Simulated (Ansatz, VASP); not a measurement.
**Ti (free-standing square Ti monolayer, spacing 2.904 A) in two plane-wave programs**

Aim: how closely do two programs agree when they are given the same cell, functional and k mesh? The cell is taken from a series of runs on this material, whose earlier steps may have relaxed, scaled, displaced or heated it; both programs get it as it stands.

Program: Ansatz 0.2.0. Level of theory: plane waves, with VASP 6.6.1 beside it; LDA. Results are calculated unless marked as measured.

## (1) Set-up

The cell holds 1 atom: 1 Ti. Cell: a = 2.904 Å, b = 2.904 Å, c = 14.000 Å, α = 90.0°, β = 90.0°, γ = 90.0°. As first built, before any earlier steps moved the atoms or strained the cell (in the runner's words): model lattice. Vacuum lies along c.

## (2) Ansatz: single point, LDA, pair 1

Ansatz runs on its PAW soft_1 files.

A single point takes one fixed geometry, so differences don't come from the geometry; what else differs is listed under the comparison.

Contents of input.yaml:

```yaml
crystal:
  lattice:
    - [2.904, 0.0, 0.0]
    - [0.0, 2.904, 0.0]
    - [0.0, 0.0, 14.0]
  atoms:
    - { symbol: Ti, position: [0.0, 0.0, 0.5], spin: 1.45 }
magnetization:
  spin_polarized: true
kpoints:
  mp_grid: { grid: [19, 19, 1] }
hamiltonian:
  xc: lda
  pseudopotentials: { kind: paw, azcp: { folder: soft_1 }, xc_functional: pbe }
scf:
  occupations: { method: fermi_dirac, width: 0.1 }
  max_iter: 120
  convergence: { dr2_threshold: 1.0e-08 }
  lower_state_search: "off"
basis:
  ecutwfc: 420.0
checkpoint:
  read: start
  write: ck
  compress: false
  write_wavefunctions: false
  write_every: 100000
```

Command:

```sh
$ ansatz run input.yaml --threads 2 --pin off --max-ram 5120MiB --backend cpu --events-out ev --progress --plain --runs-dir out
```

Numbers of over 12 decimals in the logs are rounded to 6 here.

What it wrote:

```text
Warning: checkpoint.read: spin seed differs: saved <digest>, current <digest>; the loaded state replaces the seed-built initial guess (but the starting_ns of a DFT+U solve that opens without the state's occupation matrices), so the run may converge into the producing seed's basin, or, where the symmetry group that follows from this deck's starting moments and starting_ns does not hold the saved magnetisation, lose th [...]
Engine: ansatz 0.2.0, aarch64-unknown-linux-gnu
Pseudopotentials: kind: paw
Pseudopotential: Ti, paw, valence charge 12, recommended cutoff 420 eV (normal), soft_1/Ti.paw.azcp
Functional definition: SPW92
  exchange = slater_x
  correlation = pw_c
Crystal: 1 atoms, lattice volume = 118.065 Å³
Basis set: ecut = 420 eV, 2291 PW (Γ)
Bands: 11, of which v1, the nominal top of the filled ones, is band 6 counted from 1 (5 counted from 0)
Symmetry: 16 space group operations
Space group: P4/mmm (ITA 123), of the structure as read, at distance tolerance 4.9e-5 Å
Magnetic group: BNS 123.339 (UNI 999), of the structure as read, at distance tolerance 4.9e-5 Å
k-points: 55 of 361
Non-local potential: Ti, projectors of the file, l = 0: 3, l = 1: 2, l = 2: 3, l = 3: 1
PAW form: soft (Blöchl's): semilocal exchange-correlation on the pseudo side does not see the compensation charge
PAW frozen core: Ti, regenerated for the run's functional, and the local potential with it (the file was generated under x = pbe(κ = 0.804, μ = 0.219515), c = pbe(β = 0.066725))
PAW one-centre angular grid: Ti, 590 points (default); XC on 64 Gauss nodes
Initial density: read from a saved state, or passed on in memory by an earlier SCF of this step, an earlier step, the calling program or the single point that the run made first
Stability of the state it starts from, as read at its close in the collinear treatment: not read negative (Ritz values of 1 − χ₀K, real part plus size of imaginary part, from 0.34 to 0.37, by its mixing steps under the symmetry group of the SCF that read it); its run was given moments
Starting moments: Σ|m| = 1.45 μB on 1 of 1 site; this step starts from the density that it was given
Initial wavefunctions: pseudopotential atomic-orbital guess
Functional: x = slater, c = lda
iter 1 solved again at ethr=1.03e-6 eV; its pass at ethr=3.10e-3 eV (dr2=1.24e-4 eV) is discarded
SCF iter   1: F=—  HF=-2447.481886 eV  |F-HF|=—  |Δ(HF+E_count)|=         —  Δρ=3.86e-4 (↑3.86e-4 ↓1.98e-4)  dr2=7.75e-5  dr2_m=7.61e-5  M=2.049 μB ∫|m|=2.049 μB  β_m=0.30  ethr=1.03e-6  ⟨swp⟩=2.9  Hψ=10036  notcnv=0
preconditioner: auto → LDOS  [metal: Δε(μ)=0.015 eV  Ē_g=2.979 eV  σ=0.100 eV  W_gap=0.04  n_scr=8 (ndim 8)  ℏωp=6.8 eV  f_vac=0.635  D(μ)=2.39/eV (n_scr^D=8)]
spin=Collinear: LDOS preconditioning applied to the charge; magnetization (m = ρ↑ − ρ↓) channel mixes plain (no charge-response kernel on spin).
SCF iter   2: F=—  HF=-2447.481899 eV  |F-HF|=—  |Δ(HF+E_count)|=   1.26e-5  Δρ=2.91e-4 (↑2.91e-4 ↓2.07e-4)  dr2=2.25e-5  dr2_m=6.14e-5  M=2.046 μB ∫|m|=2.046 μB  β_m=0.65  ethr=6.46e-7  ⟨swp⟩=1.0  Hψ=1212  notcnv=0
SCF iter   3: F=—  HF=-2447.481965 eV  |F-HF|=—  |Δ(HF+E_count)|=   6.59e-5  Δρ=1.43e-4 (↑1.43e-4 ↓1.35e-4)  dr2=3.37e-7  dr2_m=2.08e-5  M=2.035 μB ∫|m|=2.035 μB  β_m=0.82  ethr=1.87e-7  ⟨swp⟩=2.0  Hψ=1520  notcnv=0
SCF iter   4: F=—  HF=-2447.481991 eV  |F-HF|=—  |Δ(HF+E_count)|=   2.67e-5  Δρ=4.34e-5 (↑4.34e-5 ↓2.90e-5)  dr2=1.61e-6  dr2_m=1.01e-6  M=2.025 μB ∫|m|=2.025 μB  β_m=0.91  ethr=2.81e-9  ⟨swp⟩=3.1  Hψ=2246  notcnv=0
SCF iter   5: F=—  HF=-2447.481992 eV  |F-HF|=—  |Δ(HF+E_count)|=   6.87e-7  Δρ=7.73e-6 (↑7.73e-6 ↓5.59e-6)  dr2=1.12e-7  dr2_m=1.14e-8  M=2.023 μB ∫|m|=2.023 μB  β_m=0.96  ethr=2.81e-9  ⟨swp⟩=2.0  Hψ=1888  notcnv=0
SCF iter   6: F=—  HF=-2447.481992 eV  |F-HF|=—  |Δ(HF+E_count)|=   5.60e-8  Δρ=4.01e-6 (↑4.01e-6 ↓1.45e-6)  dr2=1.56e-8  dr2_m=4.90e-9  M=2.023 μB ∫|m|=2.023 μB  β_m=0.85  ethr=9.35e-10  ⟨swp⟩=2.9  Hψ=2133  notcnv=0
SCF iter   7: F=-2447.481992 eV  HF=-2447.481992 eV  |F-HF|=5.77e-10  |Δ(HF+E_count)|=  1.26e-10  Δρ=6.08e-7 (↑6.08e-7 ↓5.21e-7)  dr2=2.48e-10  dr2_m=2.46e-10  M=2.023 μB ∫|m|=2.023 μB  ethr=8.33e-11  ⟨swp⟩=2.0  Hψ=2341  notcnv=0
SCF 1 converged in 7 iterations: F = -2447.481992 eV  dr2 = 2.48e-10
  greatest PAW one-centre occupation: 0.998 electrons in one spin orbital (limit 2), on the Ti atom at site 0 (counted from 0), in its partial waves of l = 0
SCF converged after 7 iterations
Magnetization: 2.0230 μB (7.0115 up, 4.9885 down)
Absolute magnetization: 2.0231 μB (∫|ρ↑−ρ↓|, with the PAW one-centre terms)
Spin contamination: 0.0013 ħ² per cell (⟨S²⟩ above its minimum at these occupations)
Per-site moments (μB) at R_I (Å): [(1.424072, 1.1979)]
Free energy (F): -2447.481992 eV
Harris-Foulkes:  -2447.481992 eV  (|F-HF|=5.77e-10)
Internal energy: -2447.399673 eV  (E = F + TS)
E sigma→0 (E₀):  -2447.440832 eV
Entropy (-TS):   -0.082319 eV (-82.319 meV/atom)
Fermi energy:    -1.463000 eV
--- Per-component energies (eV) ---
  E_band       = -332.893241
  E_kinetic    = 277.540608
  E_local      = -3830.825956  (includes V_loc(G=0)·N_el)
  E_nonlocal   = 66.852564
  E_hartree    = 1734.709766
  E_xc         = -111.304020
  E_vxc        = -140.086426  (∫ρ·V_xc dr)
  E_paw        = -994.627177  (= ΣΔE_a)
  E_vpaw       = -175.792799  (= ΣTr[D̂ρ^β])
  E_aug_tail   = -0.000084  (compensation charges beyond the density's cutoff)
  E_ewald      = 409.928675
  E_core_change = 0.325951  (= ΣΔE_core)
  E_smearing   = -0.082319  (= −TS)
  E_closure    = -0.000000  (closes the sum)
  Σ components = -2447.481992   (vs F -2447.481992, Δ=0.00e0)
```

The column dr2 measures how far the density is from self-consistency, as an energy; F and HF (Harris–Foulkes) agree once it is small.

## (3) VASP: single point, LDA, pair 1

The same cell, functional (in two slightly different forms), mesh and smearing now go to VASP, with its own data sets.

Lines of VASP's logs that name or quote its potential files are left out, and so is its time.

Contents of INCAR:

```
SYSTEM = Ti
PREC = Accurate
ENCUT = 400
EDIFF = 1E-06
NELM = 200
ISMEAR = -1
SIGMA = 0.1
LREAL = .FALSE.
ALGO = Normal
GGA = PW92
NBANDS = 13
ISPIN = 2
MAGMOM = 1.42
LASPH = .TRUE.
LMAXMIX = 4
LORBIT = 11
LWAVE = .FALSE.
LCHARG = .FALSE.
ISIF = 2
GGA_COMPAT = .FALSE.
KPAR = 2
```

Contents of POSCAR:

```
Ti
1.0
    2.9040000000      0.0000000000      0.0000000000
    0.0000000000      2.9040000000      0.0000000000
    0.0000000000      0.0000000000     14.0000000000
Ti
1
Direct
    0.0000000000      0.0000000000      0.5000000000
```

Contents of KPOINTS:

```
Automatic mesh
0
Gamma
19 19 1
0 0 0
```

PAW data sets: Ti_sv (LDA family, release 64).

Command:

```sh
$ mpirun -np 2 vasp_std
```

What it wrote:

```text
[banner, memory and clock lines left out]
running    2 mpi-ranks, on    1 nodes
 distrk:  each k-point on    1 cores,    2 groups
 distr:  one band on    1 cores,    1 groups

 POSCAR found type information on POSCAR Ti
 POSCAR found :  1 types and       1 ions
|                                                                             |
|               ----> ADVICE to this user running VASP <----                  |
|                                                                             |
|     You enforced a specific xc type in the INCAR file but a different       |
|     [... a line on the potential file left out ...]
|     I HOPE YOU KNOW WHAT YOU ARE DOING!                                     |
|                                                                             |

 LDA part: xc-table for (Slater(with rela. corr.)+PW92), standard interpolation
 POSCAR, INCAR and KPOINTS ok, starting setup
 FFT: planning ... GRIDC
 FFT: planning ... GRID_SOFT
 FFT: planning ... GRID
 WAVECAR not read
 entering main loop
       N       E                     dE             d eps       ncg     rms          rms(c)
DAV:   1     0.524646771441E+02    0.52465E+02   -0.59354E+03  3620   0.588E+02
DAV:   2     0.194253924777E+01   -0.50522E+02   -0.48676E+02  3523   0.176E+02
DAV:   3    -0.595079372845E+01   -0.78933E+01   -0.77068E+01  4971   0.512E+01
DAV:   4    -0.642681937271E+01   -0.47603E+00   -0.47429E+00  3432   0.115E+01
DAV:   5    -0.644411756594E+01   -0.17298E-01   -0.17296E-01  3981   0.192E+00    0.693E+00
DAV:   6    -0.574947384403E+01    0.69464E+00   -0.35798E+00  3105   0.165E+01    0.366E+00
DAV:   7    -0.572858385270E+01    0.20890E-01   -0.22699E-01  2935   0.402E+00    0.140E+00
DAV:   8    -0.570533840771E+01    0.23245E-01   -0.77208E-02  3339   0.150E+00    0.806E-01
DAV:   9    -0.570259007249E+01    0.27483E-02   -0.67990E-03  3340   0.571E-01    0.435E-01
DAV:  10    -0.570500920473E+01   -0.24191E-02   -0.23140E-03  3383   0.414E-01    0.289E-01
DAV:  11    -0.570736220028E+01   -0.23530E-02   -0.52540E-04  3298   0.176E-01    0.230E-01
DAV:  12    -0.571315955729E+01   -0.57974E-02   -0.46568E-04  3085   0.124E-01    0.200E-01
DAV:  13    -0.571679186100E+01   -0.36323E-02   -0.84251E-04  3058   0.188E-01    0.753E-02
DAV:  14    -0.571750067740E+01   -0.70882E-03   -0.24820E-04  3073   0.103E-01    0.530E-02
[...]
DAV:  18    -0.571855507113E+01   -0.17160E-03   -0.25306E-05  3110   0.132E-02    0.344E-03
DAV:  19    -0.571861123888E+01   -0.56168E-04   -0.86826E-06  3257   0.800E-03    0.239E-03
DAV:  20    -0.571862016285E+01   -0.89240E-05   -0.78179E-07  2830   0.335E-03    0.184E-03
DAV:  21    -0.571862989591E+01   -0.97331E-05   -0.13053E-06  2899   0.278E-03    0.117E-03
DAV:  22    -0.571863348900E+01   -0.35931E-05   -0.45936E-07  2938   0.146E-03    0.788E-04
DAV:  23    -0.571863571219E+01   -0.22232E-05   -0.30433E-07  2758   0.136E-03    0.421E-04
DAV:  24    -0.571863714641E+01   -0.14342E-05   -0.31614E-07  2878   0.114E-03    0.340E-04
DAV:  25    -0.571863744059E+01   -0.29418E-06   -0.15919E-08  2418   0.453E-04
   1 F= -.57186374E+01 E0= -.56773069E+01  d E =-.826611E-01  mag=     2.0338
```

OUTCAR, selected parts (step 3):

```text
ion  position               nearest neighbor table
   1  0.000  0.000  0.500-

  LATTYP: Found a simple tetragonal cell.
 ALAT       =     2.9040000000
 C/A-ratio  =     4.8209366391

 Subroutine GETGRP returns: Found 16 space group operations
 (whereof 16 operations were pure point group operations)

The static configuration has the point symmetry D_4h.

 Found     55 irreducible k-points:

   k-points           NKPTS =     55   k-points in BZ     NKDIM =     55   number of bands    NBANDS=     13

   dimension x,y,z NGX =    20 NGY =   20 NGZ =   96
   dimension x,y,z NGXF=    40 NGYF=   40 NGZF=  192

   ENCUT  =  400.0 eV  29.40 Ry    5.42 a.u.   4.74  4.74 22.83*2*pi/ulx,y,z

   NELECT =      12.0000    total number of electrons

 k-points in reciprocal lattice and weights: Automatic mesh
   0.00000000  0.00000000  0.00000000       0.003
   0.05263158  0.00000000  0.00000000       0.011
   0.10526316  0.00000000  0.00000000       0.011
   0.15789474  0.00000000  0.00000000       0.011
   0.21052632  0.00000000  0.00000000       0.011
   0.26315789  0.00000000  0.00000000       0.011
   0.31578947  0.00000000  0.00000000       0.011
   0.36842105  0.00000000  0.00000000       0.011
   0.42105263  0.00000000  0.00000000       0.011
[...]
0.47368421  0.42105263  0.00000000       0.022
   0.47368421  0.47368421  0.00000000       0.011

 average (electrostatic) potential at core
       1 -83.2028

 E-fermi :  -2.1766

 spin component 1
 k-point     1 :       0.0000    0.0000    0.0000
  band No.  band energies     occupation
    ...
      4     -35.5467      1.00000
      5      -6.2405      1.00000
      6      -3.5353      1.00000
      7      -2.8349      0.99862
      8      -2.1916      0.53754
      9      -0.9725      0.00001
     10      -0.9725      0.00001
     11       0.0503      0.00000
     12       1.4355      0.00000
     13       2.4127      0.00000

 k-point     2 :       0.0526    0.0000    0.0000
  band No.  band energies     occupation
    ...
      4     -35.5458      1.00000
      5      -6.1805      1.00000
      6      -3.5052      1.00000
      7      -2.8113      0.99825
      8      -2.2245      0.61760
      9      -0.9677      0.00001
     10      -0.9343      0.00000
     11       0.0141      0.00000
     12       1.4800      0.00000
     13       2.4714      0.00000

 k-point     3 :       0.1053    0.0000    0.0000
  band No.  band energies     occupation
    ...
      4     -35.5434      1.00000
      5      -6.0041      1.00000
      6      -3.4175      1.00000
      7      -2.7403      0.99645
      8      -2.3202      0.80791
      9      -0.9537      0.00000
     10      -0.8154      0.00000
     11      -0.0888      0.00000
     12       1.6137      0.00000
     13       2.6441      0.00000

 k-point     4 :       0.1579    0.0000    0.0000
  band No.  band energies     occupation
    ...
      4     -35.5397      1.00000
      5      -5.7215      1.00000
      6      -3.2799      0.99998
      7      -2.6225      0.98856
      8      -2.4672      0.94813
      9      -0.9318      0.00000
     10      -0.6090      0.00000
     11      -0.2424      0.00000
     12       1.8364      0.00000
     13       2.9222      0.00000

 k-point     5 :       0.2105    0.0000    0.0000
  band No.  band energies     occupation
    ...
      4     -35.5351      1.00000
      5      -5.3510      1.00000
      6      -3.1035      0.99991
      7      -2.6451      0.99085
      8      -2.4602      0.94462
      9      -0.9045      0.00000
     10      -0.4254      0.00000
     11      -0.3133      0.00000
     12       2.1481      0.00000
     13       3.2963      0.00000

 k-point     6 :       0.2632    0.0000    0.0000
  band No.  band energies     occupation
    ...
      4     -35.5301      1.00000
      5      -4.9210      1.00000
      6      -2.8981      0.99927
      7      -2.8311      0.99856
      8      -2.2615      0.70033
      9      -0.8745      0.00000
     10      -0.6154      0.00000
     11       0.0681      0.00000
     12       2.5482      0.00000
     13       3.7570      0.00000

  Total       -2.9296751     -2.9296751     -0.0774850      0.0000000      0.0000000      0.0000000
  in kB      -39.7565586    -39.7565586     -1.0514940      0.0000000      0.0000000      0.0000000
  external PRESSURE =     -26.8548704 kB  Pullay stress =       0.0000000 kB

  energy-cutoff  :      400.00
  volume of cell :      118.07
      direct lattice vectors                 reciprocal lattice vectors
     2.904000000  0.000000000  0.000000000     0.344352617  0.000000000  0.000000000
     0.000000000  2.904000000  0.000000000     0.000000000  0.344352617  0.000000000
     0.000000000  0.000000000 14.000000000     0.000000000  0.000000000  0.071428571

 POSITION                                       TOTAL-FORCE (eV/Angst)
 -----------------------------------------------------------------------------------
      0.00000      0.00000      7.00000         0.000000      0.000000      0.000000
 -----------------------------------------------------------------------------------
    total drift:                                0.000000      0.000000      0.000000

  FREE ENERGIE OF THE ION-ELECTRON SYSTEM (eV)
  ---------------------------------------------------
  free  energy   TOTEN  =        -5.7186374406 eV

  energy  without entropy=       -5.6359763411  energy(sigma->0) =       -5.67730689

 total charge
# of ion       s       p       d       tot
------------------------------------------
    1        2.219   6.006   1.902  10.127

 magnetization (x)
# of ion       s       p       d       tot
------------------------------------------
    1        0.015   0.038   1.318   1.371

[... 6 further parts left out ...]
```

## (4) Differences

Known differences besides the potentials themselves: VASP starts from the moments at which Ansatz ended; the cutoff is 420 eV in Ansatz and 400 eV in VASP; VASP's log shows a relativistic correction to its local exchange, Ansatz's none; site moments are counted in spheres of each program's own size. Total energies have different zeros and are not compared.

Compared:

```csv
quantity,Ansatz,VASP,difference
total moment (μB),2.02,2.03,-0.01
moment on Ti1 (μB),1.42,1.37,+0.05
```

Where the cell holds vacuum, a pressure given here is an average over it and none of the material.

## (5) Ansatz: single point, LDA, pair 2

With cell and atoms fixed, the geometry can't cause a difference; cores, projectors, grids and the points listed under the comparison can.

The cell is taken from a series of runs on this material, whose earlier steps may have relaxed, scaled, displaced or heated it; both programs get it as it stands.

input.yaml, the sections that differ from step 2:

```yaml
crystal:
  lattice:
    - [2.904, 0.0, 0.0]
    - [0.0, 2.904, 0.0]
    - [0.0, 0.0, 14.0]
  atoms:
    - { symbol: Ti, position: [0.0, 0.0, 0.5], spin: 0.278 }
magnetization:
  spin_polarized: true
  initial_magnetization: 0.278
  spin_locking: { lock_magnetization: hard }
# kpoints, hamiltonian, scf, basis: as in step 2
# checkpoint: removed
```

Command:

```sh
$ ansatz run input.yaml --threads 1 --pin off --max-ram 2560MiB --backend cpu --events-out ev --progress --plain --runs-dir out
```

What it wrote:

```text
[...]
Crystal: 1 atoms, lattice volume = 118.065 Å³
Basis set: ecut = 420 eV, 2291 PW (Γ)
Bands: 11, of which v1, the nominal top of the filled ones, is band 6 counted from 1 (5 counted from 0)
Symmetry: 16 space group operations
[...]
k-points: 55 of 361
[...]
Starting moments: Σ|m| = 0.278 μB on 1 of 1 site
[...]
Magnetization: 0.2780 μB (6.1390 up, 5.8610 down)
Absolute magnetization: 0.2780 μB (∫|ρ↑−ρ↓|, with the PAW one-centre terms)
[...]
Per-site moments (μB) at R_I (Å): [(0.191023, 1.1979)]
Free energy (F): -2447.412044 eV
[...]
Internal energy: -2447.271773 eV  (E = F + TS)
E sigma→0 (E₀):  -2447.341909 eV
Entropy (-TS):   -0.140271 eV (-140.271 meV/atom)
Fermi energy:    -1.400181 (↑ -1.419200, ↓ -1.381162) eV
[...]
[key lines of the parts left out:]
SCF converged after 11 iterations
```

## (6) VASP: single point, LDA, pair 2

The same cell, functional (in two slightly different forms), mesh and smearing now go to VASP, with its own data sets.

Edit INCAR of step 3 so:

```diff
@@ -12,3 +12,3 @@
 ISPIN = 2
-MAGMOM = 1.42
+MAGMOM = 0.19
 LASPH = .TRUE.
@@ -19,2 +19,3 @@
 ISIF = 2
+NUPDOWN = 0.278
 GGA_COMPAT = .FALSE.
```

POSCAR is that of step 3.

KPOINTS is that of step 3.

Command:

```sh
$ mpirun -np 2 vasp_std
```

What it wrote:

```text
[banner, memory and clock lines left out]
running    2 mpi-ranks, on    1 nodes
[...]
[... a notice as in an earlier step ...]

 LDA part: xc-table for (Slater(with rela. corr.)+PW92), standard interpolation
 POSCAR, INCAR and KPOINTS ok, starting setup
[...]
entering main loop
       N       E                     dE             d eps       ncg     rms          rms(c)
DAV:   1     0.523352777996E+02    0.52335E+02   -0.59237E+03  3612   0.587E+02
DAV:   2     0.183331530167E+01   -0.50502E+02   -0.48762E+02  3518   0.176E+02
DAV:   3    -0.607533617726E+01   -0.79087E+01   -0.77101E+01  4958   0.510E+01
DAV:   4    -0.655726815694E+01   -0.48193E+00   -0.48056E+00  3422   0.116E+01
[...]
DAV:  19    -0.564816535706E+01   -0.16766E-04   -0.99264E-07  3132   0.249E-03    0.847E-04
DAV:  20    -0.564816842794E+01   -0.30709E-05   -0.13202E-07  2702   0.107E-03    0.444E-04
DAV:  21    -0.564816922890E+01   -0.80096E-06   -0.27593E-08  2465   0.556E-04
   1 F= -.56481692E+01 E0= -.55780994E+01  d E =-.140140E+00  mag=     0.2780
```

[end of part 1 of 2]

[Lines on the potential files, build, host, timing and source positions are cut from VASP's logs without a mark.]

[Logs are printed without paths, hosts, clocks, repeated set-up lines and the standing remarks that a program may print on its own settings, such as how far it seeks lower states.]

[Hosts, paths, dates, database ids (printed as entryN), source tags and the programs' standing remarks are cut or masked in the printed files.]
